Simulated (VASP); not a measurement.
An input for Quantum ESPRESSO's pw.x (written as the equivalent of a VASP run, and not itself run):

```
&CONTROL
  calculation = 'vc-relax'
  pseudo_dir = './pseudo'
  outdir = './out'
  tprnfor = .true.
  tstress = .true.
  nstep = 30
  forc_conv_thr = 0.00039
/
&SYSTEM
  ibrav = 0
  nat = 5
  ntyp = 2
  ecutwfc = 84
  occupations = 'smearing'
  smearing = 'gaussian'
  degauss = 0.003675
  input_dft = 'revpbe'
/
&ELECTRONS
  conv_thr = 7.3e-09
  electron_maxstep = 100
/
&IONS
/
&CELL
  cell_dofree = 'shape'
/
ATOMIC_SPECIES
  Mg 24.305 Mg.upf
  Sb 121.760 Sb.upf
CELL_PARAMETERS angstrom
     2.3186287   -4.0159828    0.0000000
     2.3186287    4.0159828    0.0000000
     0.0000000    0.0000000    7.3099471
ATOMIC_POSITIONS crystal
  Mg   1.0000000  0.0000000  0.0000000
  Mg   0.3333330  0.6666670  0.6336683
  Mg   0.6666670  0.3333330  0.3663317
  Sb   0.3333330  0.6666670  0.2268654
  Sb   0.6666670  0.3333330  0.7731346
K_POINTS automatic
  6 6 3 0 0 0
```

### Question
Write the VASP files for the same calculation (revPBE).

### Answer
This is not unique; one that fits is 
KPOINTS:
```
kpoints
0
Gamma
 6 6 3
```

INCAR:
```
! general
SYSTEM   =  Mg3Sb2
PREC     =  Accurate
ENCUT    =  520   ! plane-wave cut-off (eV)
LREAL    =  .FALSE.   ! projection in real space or not
LASPH    =  .TRUE.

! electronic loop
EDIFF    =  1E-7
NELM     =  100   ! most electronic steps
ALGO     =  Normal   ! blocked Davidson
LMAXMIX  =  4

! smearing
ISMEAR   =  0
SIGMA    =  0.05   ! width (eV)

! functional
GGA      =  RE

! ions
IBRION   =  2   ! conjugate gradients
NSW      =  30
ISIF     =  4
EDIFFG   =  -0.01   ! ionic stop

! output
LWAVE    =  .FALSE.
LCHARG   =  .FALSE.
```

**POSCAR**
```
Mg3Sb2
1
    2.3186286670    -4.0159828219     0.0000000000
    2.3186286670     4.0159828219     0.0000000000
    0.0000000000     0.0000000000     7.3099470551
Mg Sb
3 2
Direct
  1.0000000000   0.0000000000   0.0000000000
  0.3333330000   0.6666670000   0.6336682870
  0.6666670000   0.3333330000   0.3663317130
  0.3333330000   0.6666670000   0.2268653524
  0.6666670000   0.3333330000   0.7731346476
```

POTCAR, in this order: Mg Sb (PBE.64 set). Program: vasp_std.

Limits of the translation: the potentials are each code's own (VASP's PAW set, PseudoDojo norm-conserving files in pw.x), so ENCUT and ecutwfc are chosen apart and not converted; conv_thr bounds pw.x's estimated SCF error, while EDIFF bounds the energy change between steps; forc_conv_thr acts on force components and is met together with etot_conv_thr.

The compound is Mg3Sb2 in the a-la2o3 structure. This run relaxes it. Symmetry was kept, so distortions that lower it aren't found.
